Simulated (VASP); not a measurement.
Set up this calculation in VASP 6.6.1, as the native input.

```yaml
Task: single point
Functional: LDA
Potentials_or_basis: VASP PAW LDA potentials, release 64 (O, H, Li_sv, Cl)
Cutoff: 520 eV
k_mesh: 1 × 1 × 1
Occupations: fermi-dirac, width 0.05 eV
Spin: no spin polarisation
Dipole_correction: no
Further_INCAR_settings: ALGO = Fast; EDIFF = 1e-07; NBANDS = 34
```

The structure of LiH8ClO4 lies in POSCAR:

```
LiH8ClO4
1.0
    5.2848030000      0.0000000000      0.0000000000
    0.0000000000      5.2848030000      0.0000000000
    0.0000000000      0.0000000000      5.2848030000
O H Li Cl
4 8 1 1
Direct
    0.3743753551      0.7475207685      0.3023953778
    0.2909096138      0.5304455057      0.7597444976
    0.8253666220     -0.0792650171      0.6078183047
    0.7895847773      0.6734025847      1.0318643855
    0.2766612114      0.8985954633      0.2977026769
    0.2801050484      0.6271756960      0.4510101890
    0.2978162100      0.6513960880      0.8849525706
    0.4289847701      0.4318420195      0.7570197035
    0.9539996098      0.0152512781      0.7071976004
    0.7296582295     -0.2004426655      0.7120606009
    0.7226948668      0.4902737150      1.1268915795
    0.9440086981      0.5826328815      1.0365949308
    0.7850434538     -0.0887639520      0.2589689720
    0.1213479481      1.2435279044      0.1865727067
```

The cell was built by a generator and needn't be a form met in nature.

One way to write it, as run:

INCAR

```
SYSTEM = LiH8ClO4
  PREC = Accurate
  ENCUT = 520
  EDIFF = 1E-7
  ISMEAR = -1
  SIGMA = 0.05
  LREAL = .False.
  LASPH = .True.
  NELM = 80
  ALGO = Fast
  ISIF = 2
  LWAVE = .False.
  LCHARG = .True.
  LELF = .True.
  LVHAR = .True.
  NBANDS = 34
```

KPOINTS

```
regular mesh
0
Gamma
  1 1 1
  0 0 0
```

Potentials or basis: VASP PAW LDA potentials, release 64 (O, H, Li_sv, Cl).

The run is started by

```sh
$ cat potpaw_LDA.64/O/POTCAR potpaw_LDA.64/H/POTCAR potpaw_LDA.64/Li_sv/POTCAR potpaw_LDA.64/Cl/POTCAR > POTCAR
$ mpirun -np 1 vasp_gam > vasp.out
```

Results of the run:

```
Largest force          : 5.716 eV/Å
Band gap on the k mesh : 3.31 eV, direct
```

Run time: 16 s on 1 thread of AMD EPYC 7R13 Processor (Zen 3) (shared host), peak memory 0.15 GiB.
